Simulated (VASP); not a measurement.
Input:

```yaml
crystal:
  lattice:
    - [3.05787, 0.00000, 0.00000]
    - [0.00000, 3.05787, 0.00000]
    - [0.00000, 0.00000, 3.05787]
  atoms:
    - { symbol: W, position: [0.00000, 0.00000, 0.00000] }
    - { symbol: Si, position: [0.50000, 0.50000, 0.50000] }
```

Method: PBE GGA, VASP's PBE PAW potentials (set 64) (plane waves; VASP). Numerical set-up: 400 eV cut-off, Gaussian smearing of 0.050 eV, potentials W_sv Si.

Task: Give the energies of bands 5 to 12 at the high-symmetry points, in eV from the Fermi level.

Result: 
```json
[
 {"band": "5", "Γ": "-12.61", "X": "-8.68", "M": "-8.72", "R": "-6.03"},
 {"band": "6", "Γ": "-3.68", "X": "-7.97", "M": "-3.70", "R": "-6.03"},
 {"band": "7", "Γ": "-3.68", "X": "-2.47", "M": "-3.61", "R": "-6.03"},
 {"band": "8", "Γ": "1.78", "X": "-1.77", "M": "-3.61", "R": "-3.65"},
 {"band": "9", "Γ": "1.78", "X": "-1.77", "M": "-0.42", "R": "3.11"},
 {"band": "10", "Γ": "1.78", "X": "2.31", "M": "-0.42", "R": "3.11"},
 {"band": "11", "Γ": "2.42", "X": "3.97", "M": "4.05", "R": "3.11"},
 {"band": "12", "Γ": "2.42", "X": "5.34", "M": "5.05", "R": "4.22"}
]
```

It has no gap at this level: it comes out as a metal or semimetal.

The structure was generated: WSi was put into the CsCl type type (Pm-3m), which need not be its known phase. It was relaxed first, which changed the volume by -36 %.
